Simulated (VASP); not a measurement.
```xyz
4
Lattice="3.5148 0.0000 0.0000 0.0000 3.5148 0.0000 0.0000 0.0000 3.5148" Properties=species:S:1:pos:R:3 pbc="T T T"
Fe     0.0000     0.0000     0.0000
Ni     0.0000     1.7574     1.7574
Ni     1.7574     0.0000     1.7574
Ni     1.7574     1.7574     0.0000
```
Starting moments (μB, in the order of the record's atoms Fe Ni Ni Ni): 2.8 0.6 0.6 0.6.

Method: rev-vdW-DF2, VASP's PBE PAW potentials (set 64) (plane waves; VASP). Numerical set-up: 520 eV cut-off, Gaussian smearing of 0.050 eV, potentials Fe Ni.

Give the spin-up energies of bands 11 to 24 at the high-symmetry points, in eV from the Fermi level.

```
band      Γ      X      M      R
----  -----  -----  -----  -----
11    -1.59  -2.47  -2.92  -2.57
12    -1.59  -2.04  -2.92  -2.57
13    -0.77  -1.85  -2.59  -0.84
14    -0.77  -1.85  -1.89  -0.84
15    -0.73  -1.67  -1.81  -0.75
16    -0.61  -1.67  -1.81  -0.75
17    -0.61  -1.57  -1.63  -0.75
18    -0.61  -1.51  -1.63  -0.72
19    -0.53  -1.32  -1.46  -0.72
20    -0.53  -1.01  -1.46  -0.72
21    -0.53  -0.61   0.86  -0.45
22     2.33  -0.53   0.86  -0.45
23     2.33   7.71   0.92  -0.45
24     2.33   7.71   0.94  -0.34
```

Give the spin-down energies of bands 11 to 24 at the high-symmetry points, in eV from the Fermi level.

```tsv
band	Γ	X	M	R
11	-0.59	-1.50	-2.15	-1.47
12	-0.59	-1.25	-1.76	-1.47
13	-0.02	-0.99	-1.25	-0.43
14	0.27	-0.99	-1.25	-0.36
15	0.27	-0.89	-1.25	-0.36
16	0.27	-0.41	-0.82	-0.36
17	0.97	-0.17	-0.71	0.04
18	0.97	-0.17	0.13	0.04
19	1.27	0.27	0.13	0.04
20	1.27	0.45	0.32	0.79
21	1.27	0.57	1.46	0.79
22	2.40	1.24	1.46	0.79
23	2.40	8.08	2.39	1.09
24	2.40	8.11	2.48	1.09
```

It has no gap at this level: it comes out as a metal or semimetal.

The compound is Ni3Fe in the L1_2 structure. It was relaxed first.
